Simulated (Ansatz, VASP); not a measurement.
**One calculation of SbAs, two programs**

```
Sb As
1.0
     2.03271    1.17359    3.71659
    -2.03271    1.17359    3.71659
     0.00000   -2.34718    3.71659
Sb As
1 1
Direct
  0.22910 0.22910 0.22910
  0.77090 0.77090 0.77090
```

The cell is a database's computed one.

Alike in both runs: task single point; functional LDA; k mesh 15 × 15 × 15; occupations gaussian, width 0.15 eV; no spin polarisation.

```csv
,VASP,Ansatz
version,VASP 6.6.1,Ansatz 0.2.0
potentials or method,"VASP PAW LDA potentials, release 64 (Sb, As)","scalar-relativistic, plane waves, PAW"
plane-wave cutoff (eV),520,420
valence electrons in the cell,10,30
```

Ansatz gave:

| Property | Result |
| --- | --- |
| gap on the k mesh at the Fermi level (eV) | none |
| pressure (GPa) | -3.0 |
| largest component of the traceless stress (GPa) | 0.29 |
| rms of the force components (eV/Å) | 0.004 |

Task: What did VASP give for the same quantities?

Result: gap on the k mesh at the Fermi level (eV): none; pressure (GPa): -2.7; largest component of the traceless stress (GPa): 0.37; rms of the force components (eV/Å): 0.042.

Atom by atom the forces differ by 0.038 eV/Å (rms over components). A gap of «none» marks a metal or a gap that the smearing closes. The two sets of potentials don't hold the same shells in valence.

Spin-orbit coupling is left out, which matters for the levels of Sb.
